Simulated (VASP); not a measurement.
Calculation: LDA (Ceperley-Alder, Perdew-Zunger), VASP's LDA PAW potentials (set 64) (plane waves; VASP 6.6.1).

Input for VASP

INCAR:
```
ALGO = Normal
EDIFF = 1E-7
ENCUT = 400
ISIF = 2
ISMEAR = -5
LASPH = .TRUE.
LCHARG = .TRUE.
LMAXMIX = 4
LORBIT = 11
LREAL = .FALSE.
LWAVE = .FALSE.
NEDOS = 601
NELM = 100
PREC = Accurate
SYSTEM = Ba
```

KPOINTS:
```
Automatic mesh
0
Gamma
12 12 12
0 0 0
```

### POSCAR
```
Ba
1
   -2.3870762062     2.3870762062     2.3870762062
    2.3870762062    -2.3870762062     2.3870762062
    2.3870762062     2.3870762062    -2.3870762062
Ba
1
Direct
  0.0000000000   0.0000000000   0.0000000000
```

POTCAR, in this order: Ba_sv (LDA.64 set). Program: vasp_std.

Output of the run:

### OUTCAR
```
 ion  position               nearest neighbor table
   1  0.000  0.000  0.000-
  LATTYP: Found a body centered cubic cell.
 ALAT       =     4.7741524124
 Subroutine PRICEL returns:
 Original cell was already a primitive cell.
 Subroutine GETGRP returns: Found 48 space group operations
The static configuration has the point symmetry O_h .
The dynamic configuration has the point symmetry O_h .
 Subroutine INISYM returns: Found 48 space group operations
 Subroutine IBZKPT returns following result:
 Found     72 irreducible k-points:

 Following reciprocal coordinates:
            Coordinates               Weight
  0.000000  0.000000  0.000000      1.000000
  0.083333  0.000000  0.000000     12.000000
  0.166667  0.000000  0.000000     12.000000
  0.250000  0.000000  0.000000     12.000000
  0.333333  0.000000  0.000000     12.000000
  0.416667  0.000000  0.000000     12.000000
  0.500000  0.000000  0.000000      6.000000
  0.083333  0.083333  0.000000     24.000000
  0.166667  0.083333  0.000000     48.000000
  0.250000  0.083333  0.000000     48.000000
...
```

### OSZICAR
```
       N       E                     dE             d eps       ncg     rms          rms(c)
DAV:   1     0.460089531141E+02    0.46009E+02   -0.40338E+03  1312   0.767E+02
DAV:   2    -0.543288074365E+00   -0.46552E+02   -0.45982E+02  1479   0.141E+02
DAV:   3    -0.221594750378E+01   -0.16727E+01   -0.16574E+01  1698   0.291E+01
DAV:   4    -0.225981548176E+01   -0.43868E-01   -0.44043E-01  1883   0.410E+00
DAV:   5    -0.226114006047E+01   -0.13246E-02   -0.13356E-02  1876   0.408E-01    0.203E+00
DAV:   6    -0.225397461662E+01    0.71654E-02   -0.51184E-03  1704   0.734E-01    0.118E+00
DAV:   7    -0.225000796764E+01    0.39666E-02   -0.85493E-03  1853   0.933E-01    0.571E-02
DAV:   8    -0.225006135721E+01   -0.53390E-04   -0.12087E-04  1838   0.736E-02    0.715E-03
DAV:   9    -0.225006555591E+01   -0.41987E-05   -0.45929E-06  1790   0.107E-02    0.256E-03
DAV:  10    -0.225006668633E+01   -0.11304E-05   -0.32938E-07  1704   0.349E-03    0.107E-03
DAV:  11    -0.225006683221E+01   -0.14588E-06   -0.10797E-08   853   0.709E-04    0.586E-04
DAV:  12    -0.225006695578E+01   -0.12357E-06   -0.43309E-09   838   0.383E-04    0.623E-05
DAV:  13    -0.225006695519E+01    0.58776E-09   -0.17025E-09   768   0.237E-04
   1 F= -.22500670E+01 E0= -.22500670E+01  d E =0.000000E+00
```

OUTCAR:
```
------------------------ aborting loop because EDIFF is reached ----------------------------------------
  FORCE on cell =-STRESS in cart. coord.  units (eV):
  Direction    XX          YY          ZZ          XY          YZ          ZX
  --------------------------------------------------------------------------------------
  Total        0.0073785      0.0073785      0.0073785      0.0000000     -0.0000000      0.0000000
  in kB        0.2172803      0.2172803      0.2172803      0.0000000     -0.0000000      0.0000000
  external PRESSURE =       0.2172803 kB  Pullay stress =       0.0000000 kB
  volume of cell :       54.41
      direct lattice vectors                 reciprocal lattice vectors
    -2.387076206  2.387076206  2.387076206     0.000000000  0.209461264  0.209461264
     2.387076206 -2.387076206  2.387076206     0.209461264  0.000000000  0.209461264
     2.387076206  2.387076206 -2.387076206     0.209461264  0.209461264  0.000000000
 POSITION                                       TOTAL-FORCE (eV/Angst)
 -----------------------------------------------------------------------------------
      0.00000      0.00000      0.00000        -0.000000      0.000000      0.000000
 -----------------------------------------------------------------------------------
    total drift:                                0.000000      0.000000      0.000000
  FREE ENERGIE OF THE ION-ELECTRON SYSTEM (eV)
  ---------------------------------------------------
  free  energy   TOTEN  =        -2.2500669552 eV

  energy  without entropy=       -2.2500669552  energy(sigma->0) =       -2.25006696

 total charge

# of ion       s       p       d       tot
------------------------------------------
    1        2.080   5.523   0.338   7.941
```
(Selected blocks of OUTCAR.)

For a metal the tetrahedron method with Blöchl corrections gives inexact stress and forces.

The compound is Ba in the bcc structure. It was relaxed first, which changed the volume by -14 %.
